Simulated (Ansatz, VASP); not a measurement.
# Cross-check of Sn between VASP and Ansatz, part 3 of 3

One calculation is typed for both programs; each brings its own data sets. How far apart do they land? The cell is taken from a series of runs on this material, whose earlier steps may have relaxed, scaled, displaced or heated it; both programs get it as it stands.

VASP 6.6.1 and Ansatz 0.2.0.

So far: The structure; Ansatz: zone-centre phonons, LDA; VASP: zone-centre phonons, LDA.

## (3) VASP: zone-centre phonons, LDA (continued)

Level of this step: LDA; plane waves and PAW (Sn_d) (VASP).

Numbers of over 12 decimals in the logs are rounded to 6 here.

OUTCAR, selected parts (step 3):

```text
ion  position               nearest neighbor table
   1  0.501  0.501  0.499-   2 2.80   2 2.80   2 2.81   2 2.81
   2  0.749  0.749  0.751-   1 2.80   1 2.80   1 2.81   1 2.81

  LATTYP: Found a body centered orthorhombic cell.
 ALAT       =     4.5782754729
 B/A-ratio  =     1.0096045455
 C/A-ratio  =     1.4062833302

 Subroutine GETGRP returns: Found  4 space group operations
 (whereof  2 operations were pure point group operations)

The static configuration has the point symmetry C_1h.
 The point group associated with its full space group is C_2h.

   k-points           NKPTS =   1728   k-points in BZ     NKDIM =   1728   number of bands    NBANDS=     20

   dimension x,y,z NGX =    36 NGY =   36 NGZ =   36
   dimension x,y,z NGXF=    72 NGYF=   72 NGZF=   72

   ENCUT  =  500.0 eV  36.75 Ry    6.06 a.u.   8.34  8.34  8.43*2*pi/ulx,y,z

   NELECT =      28.0000    total number of electrons

 k-points in reciprocal lattice and weights: Points of the shifted mesh
   0.04166667  0.04166667  0.04166667       0.001
   0.04166667  0.04166667  0.12500000       0.001
   0.04166667  0.04166667  0.20833333       0.001
   0.04166667  0.04166667  0.29166667       0.001
   0.04166667  0.04166667  0.37500000       0.001
   0.04166667  0.04166667  0.45833333       0.001
   0.04166667  0.04166667  0.54166667       0.001
   0.04166667  0.04166667  0.62500000       0.001
   0.04166667  0.04166667  0.70833333       0.001
[...]
0.95833333  0.95833333  0.87500000       0.001
   0.95833333  0.95833333  0.95833333       0.001

 average (electrostatic) potential at core
       1-101.3670       2-101.3670

  Total       -0.1443248     -0.1443248      0.0049247     -0.1466201     -0.0168627     -0.0168628
  in kB       -3.3943101     -3.3943101      0.1158226     -3.4482927     -0.3965875     -0.3965891
  external PRESSURE =      -2.2242659 kB  Pullay stress =       0.0000000 kB

  energy-cutoff  :      500.00
  volume of cell :       68.12
      direct lattice vectors                 reciprocal lattice vectors
     0.015546540  3.252876173  3.219176239    -0.154448282  0.154448282  0.155319238
     3.252876173  0.015546540  3.219176239     0.154448282 -0.154448282  0.155319238
     3.268422713  3.268422713  0.000000000     0.152978988  0.152978988 -0.155319238

 POSITION                                       TOTAL-FORCE (eV/Angst)
 -----------------------------------------------------------------------------------
      3.26802      3.26802      3.22381        -0.000077     -0.000077      0.001408
      4.90304      4.90304      4.82413         0.000077      0.000077     -0.001408
 -----------------------------------------------------------------------------------
    total drift:                               -0.000000     -0.000000      0.000000

 Eigenvectors and eigenvalues of the dynamical matrix
 ----------------------------------------------------

   1 f  =    5.742803 THz    36.083097 2PiTHz  191.559298 cm-1    23.750315 meV
             X         Y         Z           dx          dy          dz
      3.268019  3.268019  3.223810     0.500000   -0.500000    0.000000
      4.903038  4.903038  4.824130    -0.500000    0.500000   -0.000000

   2 f  =    5.728447 THz    35.992896 2PiTHz  191.080436 cm-1    23.690944 meV
             X         Y         Z           dx          dy          dz
      3.268019  3.268019  3.223810     0.416271    0.416271    0.391709
      4.903038  4.903038  4.824130    -0.416271   -0.416271   -0.391709

   3 f  =    5.489718 THz    34.492915 2PiTHz  183.117277 cm-1    22.703639 meV
             X         Y         Z           dx          dy          dz
      3.268019  3.268019  3.223810     0.276980    0.276980   -0.588697
      4.903038  4.903038  4.824130    -0.276980   -0.276980    0.588697

   4 f  =    0.000000 THz     0.000001 2PiTHz    0.000003 cm-1     0.000000 meV
             X         Y         Z           dx          dy          dz
      3.268019  3.268019  3.223810    -0.011977   -0.071678    0.703362
      4.903038  4.903038  4.824130    -0.011977   -0.071678    0.703362

   5 f/i=    0.000000 THz     0.000000 2PiTHz    0.000002 cm-1     0.000000 meV
             X         Y         Z           dx          dy          dz
      3.268019  3.268019  3.223810     0.705637    0.042536    0.016351
      4.903038  4.903038  4.824130     0.705637    0.042536    0.016351

   6 f/i=    0.000000 THz     0.000001 2PiTHz    0.000003 cm-1     0.000000 meV
             X         Y         Z           dx          dy          dz
      3.268019  3.268019  3.223810    -0.043968    0.702177    0.070809
      4.903038  4.903038  4.824130    -0.043968    0.702177    0.070809

 ELASTIC MODULI CONTR FROM IONIC RELAXATION (kBar)
 Direction    XX          YY          ZZ          XY          YZ          ZX
 --------------------------------------------------------------------------------
 XX          -0.5520     -0.5017     -0.0980     10.6913     -4.8359      1.2686
 YY          -0.5017     -0.5520     -0.0980     11.3969     -1.8423     -2.4320
 ZZ          -0.0980     -0.0980     -0.2573      3.7759      4.5356      4.3789
 XY          10.6913     11.3969      3.7759   -248.8607     11.8543      5.8746
 YZ          -4.8359     -1.8423      4.5356     11.8543   -221.5568      9.7627
 ZX           1.2686     -2.4320      4.3789      5.8746      9.7627   -221.1170
 --------------------------------------------------------------------------------
```

## (4) Differences

Known differences besides the potentials themselves: the two LDA forms differ slightly; the cutoff is 420 eV in Ansatz and 500 eV in VASP; VASP's log shows a relativistic correction to its local exchange, Ansatz's none. Total energies have different zeros and are not compared.

The two programs side by side:

```
             quantity  Ansatz   VASP  difference
optical mode 1 (cm⁻¹)   188.6  183.1     +3.02 %
optical mode 2 (cm⁻¹)   190.5  191.1     -0.32 %
optical mode 3 (cm⁻¹)   190.8  191.6     -0.42 %
```

Modes are paired by rising frequency, not by their patterns, so a pair may set unlike modes beside each other; they are those without the splitting of longitudinal modes.

## (5) Results

* r.m.s. difference of the optical zone-centre modes, each program's sorted by frequency (zone-centre phonons, LDA): 3.2 cm⁻¹
* difference in optical mode 1 (zone-centre phonons, LDA): +3.0 %

**Reading.** The r.m.s. difference of the optical zone-centre modes, each program's sorted by frequency is 3.2 cm⁻¹ (zone-centre phonons, LDA). Among the rows given in per cent, the largest difference of the zone-centre phonons, LDA pair is in optical mode 1, +3.0 %. Such differences can come from data sets, numerical settings and the points named under the comparisons, not from the functional's error against experiment.

[Lines on the potential files, build, host, timing and source positions are cut from VASP's logs without a mark.]

[Logs are printed without paths, hosts, clocks, repeated set-up lines and the standing remarks that a program may print on its own settings, such as how far it seeks lower states.]

[Hosts, paths, dates, database ids (printed as entryN), source tags and the programs' standing remarks are cut or masked in the printed files.]
